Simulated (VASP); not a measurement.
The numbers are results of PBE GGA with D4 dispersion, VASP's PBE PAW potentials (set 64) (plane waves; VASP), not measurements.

The input files of a VASP run:

### KPOINTS
```
k-points along high-symmetry lines
15
Line-mode
Reciprocal
  0.000000   0.000000   0.000000 ! GAMMA
 -0.500000  -0.500000   0.000000 ! X

 -0.500000  -0.500000   0.000000 ! X
 -0.375000  -0.375000   0.250000 ! U

 -0.375000   0.000000   0.375000 ! K
  0.000000   0.000000   0.000000 ! GAMMA

  0.000000   0.000000   0.000000 ! GAMMA
  0.000000   0.000000   0.500000 ! L

  0.000000   0.000000   0.500000 ! L
 -0.500000  -0.250000   0.250000 ! W

 -0.500000  -0.250000   0.250000 ! W
 -0.500000  -0.500000   0.000000 ! X
```

**POSCAR**
```
ZnS
3.8053370
  0.0000000000   0.7071067256   0.7071067256
  0.7071067256   0.0000000000   0.7071067256
  0.7071067256   0.7071067256   0.0000000000
Zn S
1 1
Cart
  0.0000000000   0.0000000000   0.0000000000
  0.3535533628   0.3535533628   0.3535533628
```

INCAR:
```
ALGO  =  Normal
EDIFF  =  1E-7
ENCUT  =  520
GGA  =  PE
ICHARG  =  11
ISMEAR  =  0
IVDW  =  13
LASPH  =  .TRUE.
LCHARG  =  .FALSE.
LMAXMIX  =  4
LORBIT  =  11
LREAL  =  .FALSE.
LWAVE  =  .FALSE.
NELM  =  100
PREC  =  Accurate
SIGMA  =  0.05
SYSTEM  =  ZnS
```

POTCAR, in this order: Zn S (PBE.64 set). Program: vasp_std. Read from the step before: CHGCAR.

Output of the run:

**OSZICAR**
```
       N       E                     dE             d eps       ncg     rms          rms(c)
DAV:   1     0.893902328129E+02    0.89390E+02   -0.93765E+03  2340   0.168E+03
DAV:   2     0.285641310203E+00   -0.89105E+02   -0.84404E+02  2520   0.291E+02
DAV:   3    -0.578170092983E+01   -0.60673E+01   -0.59724E+01  2940   0.737E+01
DAV:   4    -0.585406640678E+01   -0.72365E-01   -0.72335E-01  2635   0.842E+00
DAV:   5    -0.585505534215E+01   -0.98894E-03   -0.98891E-03  2880   0.958E-01
DAV:   6    -0.585507586364E+01   -0.20521E-04   -0.20521E-04  2735   0.140E-01
DAV:   7    -0.585507640235E+01   -0.53872E-06   -0.53871E-06  2900   0.218E-02
DAV:   8    -0.585507641598E+01   -0.13632E-07   -0.13646E-07  2261   0.367E-03
   1 F= -.64750548E+01 E0= -.64750548E+01  d E =-.194582E-13
```

**OUTCAR**
```
 val. band max:        2.2237684823   @ k =   0.0000   0.0000   0.0000

 cond. band min:       4.3935464379   @ k =   0.0000   0.0000   0.0000



 k-point     1 :       0.0000    0.0000    0.0000
  band No.  band energies     occupation
      1     -11.0043      2.00000
      2      -4.1652      2.00000
      3      -4.1652      2.00000
      4      -4.1652      2.00000
      5      -3.6519      2.00000
      6      -3.6519      2.00000
      7       2.2238      2.00000
      8       2.2238      2.00000
      9       2.2238      2.00000
     10       4.3935      0.00000
     11       8.6117      0.00000
     12       8.6117      0.00000
     13       8.6117      0.00000

 k-point     2 :      -0.0357   -0.0357    0.0000
  band No.  band energies     occupation
      1     -10.9910      2.00000
      2      -4.1671      2.00000
      3      -4.1619      2.00000
      4      -4.1619      2.00000
      5      -3.6535      2.00000
      6      -3.6510      2.00000
      7       2.0929      2.00000
      8       2.1856      2.00000
      9       2.1856      2.00000
     10       4.5369      0.00000
     11       8.5397      0.00000
     12       8.6680      0.00000
     13       8.6680      0.00000

 k-point     3 :      -0.0714   -0.0714    0.0000
  band No.  band energies     occupation
      1     -10.9513      2.00000
      2      -4.1728      2.00000
      3      -4.1520      2.00000
      4      -4.1520      2.00000
      5      -3.6579      2.00000
      6      -3.6481      2.00000
      7       1.7735      2.00000
      8       2.0758      2.00000
      9       2.0758      2.00000
     10       4.8907      0.00000
     11       8.3417      0.00000
     12       8.8323      0.00000
     13       8.8323      0.00000

 k-point     4 :      -0.1071   -0.1071    0.0000
  band No.  band energies     occupation
      1     -10.8865      2.00000
      2      -4.1815      2.00000
      3      -4.1356      2.00000
      4      -4.1356      2.00000
...
```

The density is held fixed in this step, so its total energy and stress have no physical meaning.

The compound is ZnS in the zinc blende structure. It was relaxed first.
